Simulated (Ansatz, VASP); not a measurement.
## Cross-check of LuCrO3 between VASP and Ansatz

Wanted: the spread between two codes on one cell, functional and k mesh. The structure shown is the end of the Ansatz relaxation below.

Program: Ansatz 0.2.0. Level of theory: plane waves, with VASP 6.6.1 beside it; single point at PBEsol, DFT+U. Results are calculated unless marked as measured.

In doubt: warnings of the run leave room for a lower electronic state (step 2), so energies may not be the lowest and differences between runs may mislead.

### 1. Set-up

The structure is orthorhombic, space group Pnma (No. 62). The conventional cell has a = 5.481 Å, b = 7.428 Å, c = 5.125 Å, α = 90.00°, β = 90.00°, γ = 90.00°. Lu has 8 O at 2.16 to 2.63 Å nearest. Nearest to Cr lie 6 O at 1.97 to 1.98 Å. Nearest to O lie 2 Cr at 1.97 Å and 2 Lu at 2.16 to 2.22 Å. Nearest to O lie 2 Cr at 1.97 to 1.98 Å and 3 Lu at 2.20 to 2.63 Å. Farther neighbours and most contacts between anions are not listed.

### 2. Ansatz: relaxation, PBEsol, DFT+U

Ansatz runs on its default PAW (the set named soft_2) files.

This run makes the geometry at which the two programs are then compared.

input.yaml reads:

```yaml
crystal:
  lattice:
    - [5.4716355827, 0.0, 0.0]
    - [0.0, 7.4359026159, 0.0]
    - [0.0, 0.0, 5.1285627339]
  atoms:
    - { symbol: Lu, position: [0.9280339266, 0.75, 0.0223025627] }
    - { symbol: Lu, position: [0.4280339266, 0.75, 0.4776974373] }
    - { symbol: Lu, position: [0.5719660734, 0.25, 0.5223025627] }
    - { symbol: Lu, position: [0.0719660734, 0.25, 0.9776974373] }
    - { symbol: Cr, position: [0.5, 0.0, 0.0], spin: -2.68 }
    - { symbol: Cr, position: [0.5, 0.5, 0.0], spin: -2.68 }
    - { symbol: Cr, position: [0.0, 0.0, 0.5], spin: -2.68 }
    - { symbol: Cr, position: [0.0, 0.5, 0.5], spin: -2.68 }
    - { symbol: O, position: [0.4540328754, 0.25, 0.1213809557] }
    - { symbol: O, position: [0.194607193, 0.561303654, 0.1886375596] }
    - { symbol: O, position: [0.194607193, 0.938696346, 0.1886375596] }
    - { symbol: O, position: [0.694607193, 0.561303654, 0.3113624404] }
    - { symbol: O, position: [0.694607193, 0.938696346, 0.3113624404] }
    - { symbol: O, position: [0.9540328754, 0.25, 0.3786190443] }
    - { symbol: O, position: [0.0459671246, 0.75, 0.6213809557] }
    - { symbol: O, position: [0.305392807, 0.061303654, 0.6886375596] }
    - { symbol: O, position: [0.305392807, 0.438696346, 0.6886375596] }
    - { symbol: O, position: [0.805392807, 0.061303654, 0.8113624404] }
    - { symbol: O, position: [0.805392807, 0.438696346, 0.8113624404] }
    - { symbol: O, position: [0.5459671246, 0.75, 0.8786190443] }
kpoints:
  mp_grid: { grid: [6, 4, 6] }
hamiltonian:
  xc: pbesol
  hubbard:
    sites: [{ species: Cr, l: d, u_eff: 3.7 }]
    projectors: ortho-atomic
scf:
  occupations: { method: gaussian, width: 0.02 }
output:
  forces: true
  stress: true
  eigenvalues: true
  populations: true
magnetization:
  spin_polarized: true
relax:
  adjacent_minimum: "off"
  f_tol: 0.001
  max_steps: 60
  cell: { stress_tol: 0.01, fix: [volume] }
```

On the command line:

```
$ ansatz run input.yaml --threads 16 --pin off --max-ram 61440MiB --backend cuda --events-out ev --progress --plain --runs-dir out --max-vram 78GiB
```

The log of the run:

```text
Engine: ansatz 0.2.0, aarch64-unknown-linux-gnu
Pseudopotentials: kind: paw
Pseudopotential: Lu, paw, valence charge 25, recommended cutoff 420 eV (normal), Lu.paw.azcp
Pseudopotential: Cr, paw, valence charge 14, recommended cutoff 420 eV (normal), Cr.paw.azcp
Pseudopotential: O, paw, valence charge 6, recommended cutoff 420 eV (normal), O.paw.azcp
Functional definition: PBEsol
  exchange = pbesol_x
  correlation = pbesol_c
device memory: the entry about to start is reckoned to put 19.9 GiB on a device that reports 173.5 GiB free (of which the cap on the GPU budget leaves the run 78.0 GiB)
GPU FFT provider: cuFFT
GPU libraries: cuBLAS 13.8.1, cuFFT 12.4.0, cuSOLVER 12.3.2
GPU matrix products: emulated (plane waves: as basis.precision tells), large ones in fixed point in workspaces of 1.00 GiB
[...]
Basis set: ecut = 420 eV, 4091 PW (Γ), exchange–correlation on 80×100×72 points (8 copies of the dense FFT grid, shifted against one another)
[...]
k-points: 48 of 144
[...]
14      O      6.6630    -0.0002
    15      O      6.6791    -0.0083
    16      O      6.6791    -0.0083
    17      O      6.6791    -0.0083
    18      O      6.6791    -0.0083
    19      O      6.6630    -0.0002
  spilling = 0.003118 (of n_electrons = 228.000000)
```

### 3. VASP: single point, PBEsol, DFT+U

The same cell, functional, mesh and smearing now go to VASP, with its own data sets.

Lines of VASP's logs that name or quote its potential files are left out, and so is its time.

INCAR reads:

```
SYSTEM = LuCrO3
PREC = Accurate
ENCUT = 600
EDIFF = 1E-06
NELM = 200
ISMEAR = 0
SIGMA = 0.02
LREAL = .FALSE.
ALGO = Normal
GGA = PS
NBANDS = 114
ISPIN = 2
MAGMOM = -0.01 -0.01 -0.01 -0.01 -2.42 -2.42 -2.42 -2.42 0 -0 -0 -0 -0 0 0 -0 -0 -0 -0 0
LDAU = .TRUE.
LDAUTYPE = 2
LDAUL = -1 2 -1
LDAUU = 0 3.7 0
LDAUJ = 0 0 0
LDAUPRINT = 1
LASPH = .TRUE.
LMAXMIX = 4
LORBIT = 11
LWAVE = .FALSE.
LCHARG = .FALSE.
ISIF = 2
GGA_COMPAT = .FALSE.
KPAR = 4
```

POSCAR reads:

```
LuCrO3
1.0
    5.4808688047      0.0000000000      0.0000000000
    0.0000000000      7.4280998933      0.0000000000
    0.0000000000      0.0000000000      5.1253011534
Lu Cr O
4 4 12
Direct
    0.9271347402      0.7500000000      0.0223951608
    0.4271347402      0.7500000000      0.4776048392
    0.5728652598      0.2500000000      0.5223951608
    0.0728652598      0.2500000000      0.9776048392
    0.5000000000      0.0000000000      0.0000000000
    0.5000000000      0.5000000000      0.0000000000
    0.0000000000      0.0000000000      0.5000000000
    0.0000000000      0.5000000000      0.5000000000
    0.4548446662      0.2500000000      0.1211643210
    0.1941487974      0.5607391520      0.1875764527
    0.1941487974      0.9392608480      0.1875764527
    0.6941487974      0.5607391520      0.3124235473
    0.6941487974      0.9392608480      0.3124235473
    0.9548446662      0.2500000000      0.3788356790
    0.0451553338      0.7500000000      0.6211643210
    0.3058512026      0.0607391520      0.6875764527
    0.3058512026      0.4392608480      0.6875764527
    0.8058512026      0.0607391520      0.8124235473
    0.8058512026      0.4392608480      0.8124235473
    0.5451553338      0.7500000000      0.8788356790
```

KPOINTS reads:

```
Automatic mesh
0
Gamma
6 4 6
0 0 0
```

The projector-augmented-wave data sets are Lu_3, Cr_pv and O (PBE family, release 64).

On the command line:

```
$ mpirun -np 4 vasp_std
```

The log of the run:

```text
[banner, memory and clock lines left out]
running    4 mpi-ranks, on    1 nodes
 distrk:  each k-point on    1 cores,    4 groups
 distr:  one band on    1 cores,    1 groups

 POSCAR found type information on POSCAR LuCrO
 POSCAR found :  3 types and      20 ions
|                                                                             |
|               ----> ADVICE to this user running VASP <----                  |
|                                                                             |
|     You have a (more or less) 'large supercell' and for larger cells it     |
|     might be more efficient to use real-space projection operators.         |
|     Therefore, try LREAL= Auto in the INCAR file.                           |
|     Mind: For very accurate calculation, you might also keep the            |
|     reciprocal projection scheme (i.e. LREAL=.FALSE.).                      |
|                                                                             |

|                                                                             |
|               ----> ADVICE to this user running VASP <----                  |
|                                                                             |
|     You enforced a specific xc type in the INCAR file but a different       |
|     [... a line on the potential file left out ...]
|     I HOPE YOU KNOW WHAT YOU ARE DOING!                                     |
|                                                                             |

 LDA part: xc-table for (Slater+PW92), standard interpolation
 POSCAR, INCAR and KPOINTS ok, starting setup
 FFT: planning ... GRIDC
 FFT: planning ... GRID_SOFT
 FFT: planning ... GRID
 WAVECAR not read
 entering main loop
       N       E                     dE             d eps       ncg     rms          rms(c)
DAV:   1     0.246136761190E+04    0.24614E+04   -0.72336E+04 37120   0.189E+03
DAV:   2     0.276166178045E+03   -0.21852E+04   -0.20415E+04 37556   0.745E+02
DAV:   3    -0.135643959208E+03   -0.41181E+03   -0.36719E+03 43224   0.330E+02
DAV:   4    -0.190906794907E+03   -0.55263E+02   -0.52779E+02 43586   0.138E+02
DAV:   5    -0.193944460137E+03   -0.30377E+01   -0.29348E+01 39696   0.396E+01    0.746E+01
DAV:   6    -0.172347720740E+03    0.21597E+02   -0.14630E+02 38866   0.631E+01    0.536E+01
DAV:   7    -0.171862273113E+03    0.48545E+00   -0.29664E+01 35912   0.427E+01    0.387E+01
DAV:   8    -0.172688113711E+03   -0.82584E+00   -0.56093E+00 35624   0.137E+01    0.183E+01
DAV:   9    -0.172477029396E+03    0.21108E+00   -0.90027E-01 38736   0.753E+00    0.279E+00
DAV:  10    -0.172524173846E+03   -0.47144E-01   -0.34146E-01 35952   0.267E+00    0.961E-01
DAV:  11    -0.172526484892E+03   -0.23110E-02   -0.31713E-02 39328   0.142E+00    0.610E-01
DAV:  12    -0.172527014632E+03   -0.52974E-03   -0.68445E-03 41872   0.413E-01    0.309E-01
DAV:  13    -0.172527108987E+03   -0.94356E-04   -0.94150E-04 40328   0.141E-01    0.115E-01
DAV:  14    -0.172527114195E+03   -0.52080E-05   -0.20222E-04 39936   0.714E-02    0.385E-02
DAV:  15    -0.172527121106E+03   -0.69110E-05   -0.31695E-05 37504   0.258E-02    0.170E-02
DAV:  16    -0.172527121579E+03   -0.47289E-06   -0.27059E-06 24176   0.126E-02
   1 F= -.17252712E+03 E0= -.17252712E+03  d E =-.543125E-33  mag=   -12.0003
```

[end of part 1 of 2]

[Lines on the potential files, build, host, timing and source positions are cut from VASP's logs without a mark.]

[Logs are printed without paths, hosts, clocks, repeated set-up lines and the standing remarks that a program may print on its own settings, such as how far it seeks lower states.]

[Hosts, paths, dates, database ids (printed as entryN), source tags and the programs' standing remarks are cut or masked in the printed files.]
